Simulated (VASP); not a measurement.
Input of a VASP 6.6.1 run:

INCAR

```
ALGO = Fast
EDIFF = 1E-5
ENCUT = 520
GGA = PE
ISIF = 2
ISMEAR = 0
LASPH = True
LCHARG = False
LREAL = Auto
LWAVE = False
NELM = 80
PREC = Normal
SIGMA = 0.15
```

The input KPOINTS:

```
k-points
0
Gamma
  6 6 6
```

The input POSCAR:

```
Al3Si2F
1.0
   -2.1197900000      2.1197900000      6.0308600000
    2.1197900000     -2.1197900000      6.0308600000
    4.2395800000      4.2395800000    -12.0617200000
Al Si F
6 4 2
Direct
    0.7500000000      0.2500000000      0.2500000000
    0.7500000000      0.2500000000      0.7500000000
    0.4757890000      0.9757890000      0.2500000000
    0.4757890000      0.9757890000      0.7500000000
    0.0242110000      0.5242110000      0.2500000000
    0.0242110000      0.5242110000      0.7500000000
    0.6363140000      0.6363140000      0.0000000000
    0.6363140000      0.6363140000      0.5000000000
    0.3636860000      0.3636860000      0.0000000000
    0.3636860000      0.3636860000      0.5000000000
    0.0000000000      0.0000000000      0.0000000000
    0.0000000000      0.0000000000      0.5000000000
```

Potentials or basis: VASP PAW PBE potentials, release 64 (Al, Si, F).

Command:

```bash
$ cat potpaw_PBE.64/Al/POTCAR potpaw_PBE.64/Si/POTCAR potpaw_PBE.64/F/POTCAR > POTCAR
$ mpirun -np 1 vasp_std > vasp.out
```

Problem. Estimate the largest force.

Solution. 0.011 eV/Å.

Problem. What does it give for the pressure?

Solution. -0.1 GPa.

Forces on the atoms (eV/Å):
```
Al   0.000  0.000  0.000
Al   0.000  0.000  0.000
Al   0.000  0.000  0.000
Al   0.000  0.000  0.000
Al   0.000  0.000  0.000
Al   0.000  0.000  0.000
Si   0.000  0.000  0.011
Si   0.000  0.000  0.011
Si   0.000  0.000 -0.011
Si   0.000  0.000 -0.011
F    0.000  0.000  0.000
F    0.000  0.000  0.000
```
